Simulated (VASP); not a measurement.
Data:

```xyz
1
Lattice="-2.0797 2.0797 2.0797 2.0797 -2.0797 2.0797 2.0797 2.0797 -2.0797" Properties=species:S:1:pos:R:3 pbc="T T T"
Na     0.0000     0.0000     0.0000
```

The numbers are results of PBEsol GGA, VASP's PBE PAW potentials (set 64) (plane waves; VASP 6.6.1), not measurements. Settings: 500 eV cut-off, 12×12×12 Γ-centred mesh, first-order Methfessel-Paxton smearing of 0.10 eV, potentials Na_pv.

Energy and stress use the plane-wave basis of the starting cell.

Question: The ions, cell shape and volume at an external pressure of 5.0 GPa are relaxed. Give the cell that the relaxation ends in.

Answer: 
```xyz
1
Lattice="-1.8595 1.8595 1.8595 1.8595 -1.8595 1.8595 1.8595 1.8595 -1.8595" Properties=species:S:1:pos:R:3 pbc="T T T"
Na     0.0000     0.0000     0.0000
```
Space group Im-3m (229), at a tolerance of 0.03 Å.

Question: How do energy and volume change from the first to the last step?

Answer: The energy (σ→0) changes by +128.9 meV/atom and the volume by -28.5 %, in 4 ionic steps.

The compound is Na in the bcc structure. This run relaxes it under an external pressure of 5 GPa. Symmetry was kept, so distortions that lower it aren't found.
